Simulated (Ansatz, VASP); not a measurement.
# Cross-check of Ir3Pt between VASP and Ansatz, part 2 of 2

Aim: how closely do two programs agree when they are given the same cell, functional and k mesh? The cell is taken from a series of runs on this material, whose earlier steps may have relaxed, scaled, displaced or heated it; both programs get it as it stands.

VASP 6.6.1 and Ansatz 0.2.0.

So far: The starting structure; VASP: relaxation of cell and atoms, PBEsol, pair 1.

### Step 3. Ansatz: relaxation of cell and atoms, PBEsol, pair 1

Level of this step: Ansatz beside VASP: Kohn-Sham DFT, plane waves, PBEsol (Ansatz).

Ansatz runs on its PAW soft_1 files.

The same cell, functional, mesh and smearing now go to Ansatz.

Input file input.yaml:

```yaml
crystal:
  lattice:
    - [0.0, 3.86, 3.86]
    - [3.86, 0.0, 3.86]
    - [3.86, 3.86, 0.0]
  atoms:
    - { symbol: Pt, position: [0.5, 0.5, 0.0] }
    - { symbol: Pt, position: [0.5, 0.5, 0.5] }
    - { symbol: Ir, position: [0.0, 0.0, 0.0] }
    - { symbol: Ir, position: [1.0, 1.0, 0.5] }
    - { symbol: Ir, position: [0.0, 0.5, 0.0] }
    - { symbol: Ir, position: [1.0, 0.5, 0.5] }
    - { symbol: Ir, position: [0.5, 0.0, 0.0] }
    - { symbol: Ir, position: [0.5, 1.0, 0.5] }
kpoints:
  mp_grid: { grid: [8, 8, 8] }
scf:
  occupations: { method: fermi_dirac, width: 0.05 }
hamiltonian:
  xc: pbesol
  pseudopotentials: { kind: paw, azcp: { folder: soft_1 }, xc_functional: pbe }
basis:
  ecutwfc: 600
output:
  forces: true
  stress: true
  write_density: true
  write_potential: true
  elf: true
  volumetric_format: npy
relax:
  f_tol: 0.005
  max_steps: 70
  cell: { stress_tol: 0.02, p_target: 0 }
```

Launch:

```
> ansatz run input.yaml --threads 4 --pin off --max-ram 10240MiB --backend cpu --events-out ev --progress --plain --runs-dir out
```

Numbers of over 12 decimals in the logs are rounded to 6 here.

Output:

```text
Engine: ansatz 0.2.0, aarch64-unknown-linux-gnu
Pseudopotentials: kind: paw
Pseudopotential: Pt, paw, valence charge 18, recommended cutoff 420 eV (normal), soft_1/Pt.paw.azcp
Pseudopotential: Ir, paw, valence charge 17, recommended cutoff 420 eV (normal), soft_1/Ir.paw.azcp
Functional definition: PBEsol
  exchange = pbesol_x
  correlation = pbesol_c
Crystal: 8 atoms, lattice volume = 115.025 Å³
Basis set: ecut = 600 eV, 3839 PW (Γ), exchange–correlation on 90×90×90 points (8 copies of the dense FFT grid, shifted against one another)
Bands: 83, of which v1, the nominal top of the filled ones, is band 69 counted from 1 (68 counted from 0)
Symmetry: 16 space group operations
Space group: Cmmm (ITA 65), of the structure as read, at distance tolerance 4.9e-5 Å
k-points: 95 of 512
Non-local potential: Pt, projectors of the file, l = 0: 3, l = 1: 2, l = 2: 2, l = 3: 1
Non-local potential: Ir, projectors of the file, l = 0: 3, l = 1: 2, l = 2: 2, l = 3: 1
PAW form: soft (Blöchl's): semilocal exchange-correlation on the pseudo side does not see the compensation charge
PAW frozen core: Pt, regenerated for the run's functional, and the local potential with it (the file was generated under x = pbe(κ = 0.804, μ = 0.219515), c = pbe(β = 0.066725))
PAW frozen core: Ir, regenerated for the run's functional, and the local potential with it (the file was generated under x = pbe(κ = 0.804, μ = 0.219515), c = pbe(β = 0.066725))
PAW one-centre angular grid: Pt, 590 points (default); XC on 64 Gauss nodes
PAW one-centre angular grid: Ir, 590 points (default); XC on 64 Gauss nodes
Initial density: superposition of atomic densities (chi_scale 0.1, normalization cell, long waves kept (reshape's long-wave potential 0.00 eV rms))
Initial wavefunctions: pseudopotential atomic-orbital guess
Functional: x = pbesol(κ = 0.804, μ = 0.123457), c = pbesol(β = 0.046)
SCF iter   1: F=—  HF=-95579.901999 eV  |F-HF|=—  |Δ(HF+E_count)|=         —  Δρ=1.57e-1  dr2=6.22e1  ethr=3.10e-3  ⟨swp⟩=5.7  Hψ=25010  notcnv=0  defer=59
preconditioner: auto → Kerker (q_TF=auto, 2.812 Å⁻¹)  [metal: Δε(μ)=0.006 eV  Ē_g=7.555 eV  σ=0.050 eV  W_gap=0.03  n_scr=50 (ndim 8)  ℏωp=29.8 eV  f_vac=0.000  D(μ)=8.38/eV (n_scr^D=88)]
SCF iter   2: F=—  HF=-95575.257213 eV  |F-HF|=—  |Δ(HF+E_count)|=    4.64e0  Δρ=8.81e-2  dr2=2.14e1  ethr=3.10e-3  ⟨swp⟩=2.0  Hψ=11928  notcnv=0  defer=292
SCF iter   3: F=—  HF=-95572.974395 eV  |F-HF|=—  |Δ(HF+E_count)|=    2.28e0  Δρ=1.54e-2  dr2=4.89e-1  ethr=3.10e-3  ⟨swp⟩=2.2  Hψ=12302  notcnv=0  defer=291
SCF iter   4: F=—  HF=-95572.870459 eV  |F-HF|=—  |Δ(HF+E_count)|=   1.04e-1  Δρ=4.78e-3  dr2=4.27e-2  ethr=3.54e-4  ⟨swp⟩=2.1  Hψ=15665  notcnv=0  defer=305
SCF iter   5: F=—  HF=-95572.865104 eV  |F-HF|=—  |Δ(HF+E_count)|=   5.35e-3  Δρ=1.30e-3  dr2=3.10e-3  ethr=3.10e-5  ⟨swp⟩=1.0  Hψ=7616  notcnv=0  defer=305
SCF iter   6: F=—  HF=-95572.864461 eV  |F-HF|=—  |Δ(HF+E_count)|=   6.44e-4  Δρ=2.71e-4  dr2=6.45e-5  ethr=2.24e-6  ⟨swp⟩=2.2  Hψ=10895  notcnv=0  defer=305
SCF iter   7: F=—  HF=-95572.864656 eV  |F-HF|=—  |Δ(HF+E_count)|=   1.96e-4  Δρ=7.15e-5  dr2=6.40e-6  ethr=4.67e-8  ⟨swp⟩=2.0  Hψ=11204  notcnv=0  defer=305
SCF iter   8: F=—  HF=-95572.864655 eV  |F-HF|=—  |Δ(HF+E_count)|=   7.34e-7  Δρ=1.87e-5  dr2=3.41e-7  ethr=4.64e-9  ⟨swp⟩=2.2  Hψ=11075  notcnv=0  defer=305
SCF iter   9: F=-95572.864655 eV  HF=-95572.864655 eV  |F-HF|=3.22e-9  |Δ(HF+E_count)|=   5.65e-8  Δρ=2.94e-6  dr2=7.54e-9  ethr=7.25e-11  ⟨swp⟩=7.7  Hψ=44762  notcnv=0
SCF 1 converged in 9 iterations: F = -95572.864655 eV  dr2 = 7.54e-9
  greatest PAW one-centre occupation: 1.000 electrons in one spin orbital (limit 2), on the Ir atom at site 3 (counted from 0), in its partial waves of l = 0
relax step   1: F+E_penalty+E_count = -95572.86465539 eV  Δ(F+E_penalty+E_count) = +0.000e0 eV  max|allowed force component| = 2.686e-28 eV/Å  Δτ_max = 0.0000 Å  P = -2.249 GPa  Ω = 115.025 Å³  (9 SCF iters, dr2 threshold 1.00e-7 eV, accepted)
Crystal: 8 atoms, lattice volume = 112.779 Å³
Basis set: ecut = 600 eV, 3747 PW (Γ), exchange–correlation on 90×90×90 points (8 copies of the dense FFT grid, shifted against one another)
Initial density: handed on by an earlier stage of this run
Initial wavefunctions: those handed on with the density
iter 1 solved again at ethr=2.09e-5 eV; its pass at ethr=3.10e-3 eV (dr2=2.89e-2 eV) is discarded
[...]
preconditioner: auto → Kerker (q_TF=auto, 2.822 Å⁻¹)  [metal: Δε(μ)=0.006 eV  Ē_g=7.632 eV  σ=0.050 eV  W_gap=0.03  n_scr=50 (ndim 8)  ℏωp=30.1 eV  f_vac=0.000  D(μ)=9.18/eV (n_scr^D=112)]
[...]
eigensolver tolerance schedule: the retry pair's looser diagonalisation over-reported the residual by 42667.81 of it (diagonalisation noise at 0.94 of the residual, at the tolerance the schedule requests for it); recorded, not acted on — ethr = c·dr2/N_el stays at c = 1.0e-1
[...]
SCF iter   3: F=—  HF=-95572.870596 eV  |F-HF|=—  |Δ(HF+E_count)|=  9.75e-10  Δρ=3.38e-7  dr2=1.35e-11  ethr=1.00e-12  ⟨swp⟩=1.0  Hψ=7885  notcnv=0
iter 4 did not close the SCF: its close was put off for the readings that it lacked (scf_convergence_deferred on its scf_iter line)
SCF iter   4: F=-95572.870596 eV  HF=-95572.870596 eV  |F-HF|=4.37e-11  |Δ(HF+E_count)|=  4.37e-11  Δρ=6.20e-8  dr2=2.18e-12  ethr=1.00e-12  ⟨swp⟩=1.0  Hψ=7885  notcnv=0
iter 5 did not close the SCF: its close was put off for the readings that it lacked (scf_convergence_deferred on its scf_iter line)
SCF iter   5: F=-95572.870596 eV  HF=-95572.870596 eV  |F-HF|=2.91e-11  |Δ(HF+E_count)|=  1.46e-11  Δρ=1.47e-8  dr2=1.70e-13  ethr=1.00e-12  ⟨swp⟩=1.0  Hψ=7885  notcnv=0
iter 6 did not close the SCF: its close was put off for the readings that it lacked (scf_convergence_deferred on its scf_iter line)
SCF iter   6: F=-95572.870596 eV  HF=-95572.870596 eV  |F-HF|=2.91e-11  |Δ(HF+E_count)|=  1.46e-11  Δρ=4.43e-9  dr2=1.46e-14  ethr=1.00e-12  ⟨swp⟩=1.0  Hψ=7885  notcnv=0
iter 7 did not close the SCF: its close was put off for the readings that it lacked (scf_convergence_deferred on its scf_iter line)
SCF iter   7: F=-95572.870596 eV  HF=-95572.870596 eV  |F-HF|=4.37e-11  |Δ(HF+E_count)|=  4.37e-11  Δρ=1.10e-9  dr2=9.22e-16  ethr=1.00e-12  ⟨swp⟩=1.0  Hψ=7885  notcnv=0
SCF iter   8: F=-95572.870596 eV  HF=-95572.870596 eV  |F-HF|=1.46e-11  |Δ(HF+E_count)|=  4.37e-11  Δρ=3.07e-10  dr2=8.77e-17  ethr=1.00e-12  ⟨swp⟩=1.3  Hψ=16311  notcnv=0
SCF 5 converged in 8 iterations: F = -95572.870596 eV  dr2 = 8.77e-17
relax step   5: F+E_penalty+E_count = -95572.87059595 eV  Δ(F+E_penalty+E_count) = +4.693e-5 eV  max|allowed force component| = 1.444e-28 eV/Å  Δτ_max = 0.0000 Å  P = +0.005 GPa  Ω = 114.297 Å³  stress off target by 1.41e-2 GPa  SCF on the basis re-selected at this cell (its energy is not comparable with the rows above)  (8 SCF iters)
basis re-selected at this cell: Δ(F+E_penalty+E_count) = +4.693e-5 eV, ΔP = +0.000 GPa vs the last step (what re-selecting the basis moved, of the pressure what is left beyond the Pulay correction that the steps carried, after the strain that the cell walked since its last selection, with what the two solves' SCF thresholds leave and, on support functions, any second-order correction that the steps lacked; it is no m [...]
SCF converged after 8 iterations
Free energy (F): -95572.870596 eV
Harris-Foulkes:  -95572.870596 eV  (|F-HF|=1.46e-11)
Internal energy: -95572.794089 eV  (E = F + TS)
E sigma→0 (E₀):  -95572.832343 eV
Entropy (-TS):   -0.076507 eV (-9.563 meV/atom)
Fermi energy:    25.264629 eV
--- Per-component energies (eV) ---
  E_band       = -755.974518
  E_kinetic    = 4437.287556
  E_local      = -9391.425136  (includes V_loc(G=0)·N_el)
  E_nonlocal   = 1572.120765
  E_hartree    = 3523.447080
  E_xc         = -1838.473956
  E_vxc        = -2083.056797  (∫ρ·V_xc dr)
  E_paw        = -73471.694546  (= ΣΔE_a)
  E_vpaw       = -2337.796290  (= ΣTr[D̂ρ^β])
  E_aug_tail   = 0.001224  (compensation charges beyond the density's cutoff)
  E_ewald      = -20406.223228
  E_core_change = 2.166151  (= ΣΔE_core)
  E_smearing   = -0.076507  (= −TS)
  E_closure    = -0.000000  (closes the sum)
  Σ components = -95572.870596   (vs F -95572.870596, Δ=0.00e0)
--- Forces (eV/Å), atoms counted from 1 ---
  atom   1  Pt    -0.00000000    -0.00000000    -0.00000000
  atom   2  Pt    -0.00000000     0.00000000    -0.00000000
  atom   3  Ir     0.00000000     0.00000000     0.00000000
  atom   4  Ir     0.00000000     0.00000000     0.00000000
  atom   5  Ir     0.00000000     0.00000000    -0.00000000
  atom   6  Ir     0.00000000    -0.00000000     0.00000000
  atom   7  Ir     0.00000000     0.00000000    -0.00000000
  atom   8  Ir     0.00000000    -0.00000000     0.00000000
  max |Σ_I F_I| component: 1.85e-28 eV/Å
--- Stress (GPa, compression-positive) ---
        0.005698       0.008429      -0.000000
        0.008429       0.005698       0.000000
       -0.000000       0.000000       0.004858
  P = ⅓ Tr σ = 0.0054 GPa (0.054 kbar)
--- Band table (eV; the first three rows and the last of 95) ---
  k-point 0: bands = [... 65 lower, 25.8365, 25.8524, 26.0100, 26.0267, 26.2455, 26.2606, 26.4034, 26.5633, ... 10 higher]
  k-point 1: bands = [... 65 lower, 25.7117, 25.7782, 25.8045, 25.8360, 26.0100, 26.0911, 26.2922, 26.4959, ... 10 higher]
  k-point 2: bands = [... 65 lower, 25.1006, 25.4150, 25.4197, 25.7893, 25.8767, 25.9556, 26.0574, 26.4482, ... 10 higher]
  k-point 94: bands = [... 65 lower, 23.5296, 23.6148, 23.7320, 24.0309, 24.0487, 24.5891, 25.1752, 25.8913, ... 10 higher]
--- Relaxed structure (4 steps of the walk, 3 accepted, 1 SCFs on fresh bases) ---
  F+E_penalty+E_count = -95572.87059595 eV   max|allowed force component| = 1.444e-28 eV/Å   (the final SCF, on the basis selected at the relaxed cell)
  cell:  # Å, volume = 114.2967 Å³
    - [0.00587498, 3.853411, 3.848699]
    - [3.853411, 0.00587498, 3.848699]
    - [3.859286, 3.859286, 0]
  atoms:
    - { symbol: Pt, position: [0.5, 0.5, -1.1102230246251565e-16] }
    - { symbol: Pt, position: [0.5, 0.5, 0.500000] }
    - { symbol: Ir, position: [0, 0, 0] }
    - { symbol: Ir, position: [1.0, 1.0, 0.5] }
    - { symbol: Ir, position: [2.7755575615628914e-17, 0.5, -5.551115123125783e-17] }
    - { symbol: Ir, position: [1.0, 0.500000, 0.500000] }
    - { symbol: Ir, position: [0.5, 2.7755575615628914e-17, -5.551115123125783e-17] }
    - { symbol: Ir, position: [0.500000, 1.0, 0.500000] }
```

The column dr2 measures how far the density is from self-consistency, as an energy; F and HF (Harris–Foulkes) agree once it is small.

### Step 4. Comparison

Known differences besides the potentials themselves: the data sets hold 138 valence electrons in Ansatz (on its PAW soft_1 files) and 74 in VASP; the cutoff is 600 eV in Ansatz and 500 eV in VASP; Ansatz makes its cores anew for this functional, VASP keeps those of its PBE data sets; Ansatz adds a Pulay correction to the stress that steers its cell, VASP none. Total energies have different zeros and are not compared.

Both answers:

```
                                         quantity  Ansatz    VASP  difference
                                      volume (Å³)  114.30  114.47     -0.15 %
edge a after relaxation, in the typed setting (Å)   5.446   5.449     -0.05 %
edge c after relaxation, in the typed setting (Å)   5.458   5.461     -0.05 %
```

### Step 5. VASP: relaxation of cell and atoms, PBEsol, pair 2

The relaxed volume is the usual yardstick between codes: in a stiff, nearly cubic crystal its relative difference is about their pressure difference at one cell divided by the bulk modulus.

Input file INCAR:

```
SYSTEM = IrPt
PREC = Accurate
ENCUT = 500
EDIFF = 1E-07
NELM = 120
ISMEAR = -1
SIGMA = 0.05
LREAL = .FALSE.
ALGO = Normal
GGA = PS
NBANDS = 47
LASPH = .TRUE.
LORBIT = 11
LWAVE = .FALSE.
LCHARG = .FALSE.
ISIF = 3
IBRION = 2
NSW = 80
EDIFFG = -0.005
GGA_COMPAT = .FALSE.
NELMIN = 4
KPAR = 2
```

Input file POSCAR:

```
IrPt
1.0
    0.0000000000      3.8800000000      3.8800000000
    3.8800000000      0.0000000000      3.8800000000
    3.8800000000      3.8800000000      0.0000000000
Pt Ir
4 4
Direct
    0.0000000000      0.5000000000      0.5000000000
    0.5000000000      0.0000000000      0.0000000000
    0.5000000000      0.5000000000      0.0000000000
    0.5000000000      0.5000000000      0.5000000000
    0.0000000000      0.0000000000      0.0000000000
    0.0000000000      0.0000000000      0.5000000000
    0.0000000000      0.5000000000      0.0000000000
    0.5000000000      0.0000000000      0.5000000000
```

Input file KPOINTS:

```
Automatic mesh
0
Gamma
8 8 8
0 0 0
```

PAW data sets: Pt and Ir (PBE family, release 64).

Launch:

```
> mpirun -np 2 vasp_std
```

Output:

```text
[banner, memory and clock lines left out]
running    2 mpi-ranks, on    1 nodes
[...]
[... a notice as in an earlier step ...]

 LDA part: xc-table for (Slater+PW92), standard interpolation
 POSCAR, INCAR and KPOINTS ok, starting setup
[...]
entering main loop
       N       E                     dE             d eps       ncg     rms          rms(c)
DAV:   1     0.722438289778E+03    0.72244E+03   -0.34717E+04  8930   0.155E+03
DAV:   2    -0.165526139900E+02   -0.73899E+03   -0.70731E+03  8986   0.438E+02
DAV:   3    -0.687209181026E+02   -0.52168E+02   -0.45591E+02 11437   0.113E+02
DAV:   4    -0.708114600529E+02   -0.20905E+01   -0.20511E+01 10452   0.242E+01
[...]
DAV:  15    -0.663925763126E+02   -0.25614E-06   -0.29862E-06 10255   0.111E-02    0.409E-03
DAV:  16    -0.663925760427E+02    0.26995E-06   -0.19155E-07  5796   0.321E-03    0.966E-04
DAV:  17    -0.663925759657E+02    0.76996E-07   -0.35910E-08  5620   0.150E-03
   1 F= -.66392576E+02 E0= -.66344779E+02  d E =-.663926E+02
[... from here on, the cycles between the ionic steps are left out ...]
   2 F= -.66367873E+02 E0= -.66321868E+02  d E =0.247030E-01
   3 F= -.66395096E+02 E0= -.66347722E+02  d E =-.251973E-02
   4 F= -.66395325E+02 E0= -.66348079E+02  d E =-.229696E-03
 trial-energy change:   -0.000230  1 .order   -0.000230   -0.000421   -0.000038
 step:   0.9320(harm=  0.9320)  dis= 0.00000  next Energy=   -66.395327 (dE=-0.232E-03)
 reached required accuracy - stopping structural energy minimisation
```

From OUTCAR (step 5):

```text
  Total       -0.0082728     -0.0082728      0.0240693      0.0011389      0.0000000      0.0000000
  in kB       -0.1139564     -0.1139564      0.3315500      0.0156883      0.0000000      0.0000000
  external PRESSURE =       0.0345457 kB  Pullay stress =       0.0000000 kB

 POSITION                                       TOTAL-FORCE (eV/Angst)
 -----------------------------------------------------------------------------------
      3.87075      1.93468      1.94030         0.000000     -0.000000     -0.000000
     -0.00047      1.93561      1.94030        -0.000000     -0.000000     -0.000000
      1.93514      1.93514      3.88060        -0.000000     -0.000000     -0.000000
      3.87029      3.87029      3.88060        -0.000000     -0.000000      0.000000
     -0.00093      3.87122      3.88060        -0.000000     -0.000000      0.000000
      1.93421      5.80636      3.88060         0.000000      0.000000      0.000000
      5.80497      7.74104      5.82091         0.000000     -0.000000      0.000000
      5.80590      3.86982      5.82091        -0.000000      0.000000      0.000000
 -----------------------------------------------------------------------------------
    total drift:                               -0.000000     -0.000000      0.000000

  FREE ENERGIE OF THE ION-ELECTRON SYSTEM (eV)
  ---------------------------------------------------
  free  energy   TOTEN  =       -66.3953253923 eV

  energy  without entropy=      -66.3008316179  energy(sigma->0) =      -66.34807851

[... 1 part as in an earlier step ...]

[... 3 further parts left out ...]
[key lines of the parts left out:]
E-fermi :  10.8550
```

### Step 6. Ansatz: relaxation of cell and atoms, PBEsol, pair 2

The same cell, functional, mesh and smearing now go to Ansatz.

The cell is taken from a series of runs on this material, whose earlier steps may have relaxed, scaled, displaced or heated it; both programs get it as it stands.

input.yaml, the sections that differ from step 3:

```yaml
crystal:
  lattice:
    - [0.0, 3.88, 3.88]
    - [3.88, 0.0, 3.88]
    - [3.88, 3.88, 0.0]
  atoms:
    - { symbol: Pt, position: [1.0, 0.5, 0.5] }
    - { symbol: Pt, position: [0.5, 0.0, 0.0] }
    - { symbol: Pt, position: [0.5, 0.5, 0.0] }
    - { symbol: Pt, position: [0.5, 0.5, 0.5] }
    - { symbol: Ir, position: [0.0, 0.0, 0.0] }
    - { symbol: Ir, position: [0.0, 0.0, 0.5] }
    - { symbol: Ir, position: [0.0, 0.5, 0.0] }
    - { symbol: Ir, position: [0.5, 1.0, 0.5] }
output:
  forces: true
  stress: true
# kpoints, scf, hamiltonian, basis, relax: as in step 3
```

Launch:

```
> ansatz run input.yaml --threads 4 --pin off --max-ram 10240MiB --backend cpu --events-out ev --progress --plain --runs-dir out
```

Output:

```text
[...]
Crystal: 8 atoms, lattice volume = 116.822 Å³
Basis set: ecut = 600 eV, 3839 PW (Γ), exchange–correlation on 90×90×90 points (8 copies of the dense FFT grid, shifted against one another)
Bands: 84, of which v1, the nominal top of the filled ones, is band 70 counted from 1 (69 counted from 0)
Symmetry: 8 space group operations
[...]
k-points: 95 of 512
[...]
- { symbol: Pt, position: [1.000000, 0.5, 0.500000] }
    - { symbol: Pt, position: [0.5, 5.551115123125783e-17, -5.551115123125783e-17] }
    - { symbol: Pt, position: [0.500000, 0.500000, -1.1102230246251565e-16] }
    - { symbol: Pt, position: [0.500000, 0.500000, 0.500000] }
    - { symbol: Ir, position: [0, 0, 0] }
    - { symbol: Ir, position: [0, 0, 0.5] }
    - { symbol: Ir, position: [5.551115123125783e-17, 0.5, -5.551115123125783e-17] }
    - { symbol: Ir, position: [0.5, 1.000000, 0.500000] }
[key lines of the parts left out:]
SCF converged after 8 iterations
Free energy (F): -96742.561257 eV
Fermi energy:    24.645793 eV
P = ⅓ Tr σ = -0.0078 GPa (-0.078 kbar)
```

### Step 7. Comparison

What differs besides the data sets and the points named for the pairs above, as far as they apply: the data sets hold 140 valence electrons in Ansatz (on its PAW soft_1 files) and 76 in VASP. Total energies have different zeros and are not compared.

Both answers:

```
                                         quantity  Ansatz    VASP  difference
                                      volume (Å³)  116.26  116.31     -0.05 %
edge a after relaxation, in the typed setting (Å)   5.481   5.481     -0.01 %
edge c after relaxation, in the typed setting (Å)   5.472   5.473     -0.02 %
```

### Step 8. Outcome

- difference in volume (relaxation of cell and atoms, PBEsol, pair 1): -0.15 %
- difference in volume (relaxation of cell and atoms, PBEsol, pair 2): -0.048 %

**Reading.** The difference in volume is -0.15 % (relaxation of cell and atoms, PBEsol, pair 1), within the 1.2 % picked in this series as the mark of a large difference, as far as the stopping tolerances let one tell. The data sets hold unlike numbers of valence electrons (138 in Ansatz and 74 in VASP and 140 in Ansatz and 76 in VASP), so part of the differences comes from the potentials. Such differences can come from data sets, numerical settings and the points named under the comparisons, not from the functional's error against experiment.

[Lines on the potential files, build, host, timing and source positions are cut from VASP's logs without a mark.]

[Logs are printed without paths, hosts, clocks, repeated set-up lines and the standing remarks that a program may print on its own settings, such as how far it seeks lower states.]

[Hosts, paths, dates, database ids (printed as entryN), source tags and the programs' standing remarks are cut or masked in the printed files.]
